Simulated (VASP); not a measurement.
A VASP calculation is set up with these files.

File POSCAR:
```
FePt
1
    2.6561477504     0.0000000000    -0.0000000000
    0.0000000000     2.6561477504     0.0000000000
   -0.0000000000     0.0000000000     3.6854777687
Fe Pt
1 1
Direct
  0.0000000000   0.0000000000   0.0000000000
  0.5000000000   0.5000000000   0.5000000000
```

**INCAR**
```
LWAVE  =  .FALSE.
NELM  =  100   # most electronic steps
PREC  =  Accurate
NSW  =  40   # most ionic steps
ALGO  =  Normal
ISMEAR  =  1   # Methfessel-Paxton
EDIFF  =  1E-6
SIGMA  =  0.1   # width (eV)
ENCUT  =  500   # plane-wave cut-off (eV)
EDIFFG  =  -0.02
LCHARG  =  .FALSE.
LREAL  =  .FALSE.
LMAXMIX  =  6   # l cut-off of mixed one-centre charges
MAGMOM  =  2.7 0.3
IBRION  =  2
LORBIT  =  10
ISPIN  =  2   # spin-polarised
LASPH  =  .TRUE.   # aspherical one-centre terms
ISIF  =  3
SYSTEM  =  FePt
```

File KPOINTS:
```
K-points
0
Gamma
  14 14 10
```

POTCAR, in this order: Fe Pt (LDA.64 set). Program: vasp_std.

Translate this LDA calculation to Quantum ESPRESSO's pw.x.

One equivalent input (not run):
```
&CONTROL
  calculation = 'vc-relax'
  pseudo_dir = './pseudo'
  outdir = './out'
  tprnfor = .true.
  tstress = .true.
  nstep = 40
  forc_conv_thr = 0.00078
/
&SYSTEM
  ibrav = 0
  nat = 2
  ntyp = 2
  ecutwfc = 90
  occupations = 'smearing'
  smearing = 'methfessel-paxton'
  degauss = 0.00735
  input_dft = 'pz'
  nspin = 2
  starting_magnetization(1) = 0.27
  starting_magnetization(2) = 0.03
/
&ELECTRONS
  conv_thr = 7.3e-08
  electron_maxstep = 100
/
&IONS
/
&CELL
/
ATOMIC_SPECIES
  Fe 55.845 Fe.upf
  Pt 195.084 Pt.upf
CELL_PARAMETERS angstrom
     2.6561478    0.0000000   -0.0000000
     0.0000000    2.6561478    0.0000000
    -0.0000000    0.0000000    3.6854778
ATOMIC_POSITIONS crystal
  Fe   0.0000000  0.0000000  0.0000000
  Pt   0.5000000  0.5000000  0.5000000
K_POINTS automatic
  14 14 10 0 0 0
```
What does not carry over: the potentials are each code's own (VASP's PAW set, PseudoDojo norm-conserving files in pw.x), so ENCUT and ecutwfc are chosen apart and not converted; conv_thr bounds pw.x's estimated SCF error, while EDIFF bounds the energy change between steps; starting_magnetization is a fraction of the valence charge and MAGMOM a moment in μB, so they match only roughly; forc_conv_thr acts on force components and is met together with etot_conv_thr.

The compound is FePt in the L1_0 structure. It was relaxed first, which changed the volume by -5 %.
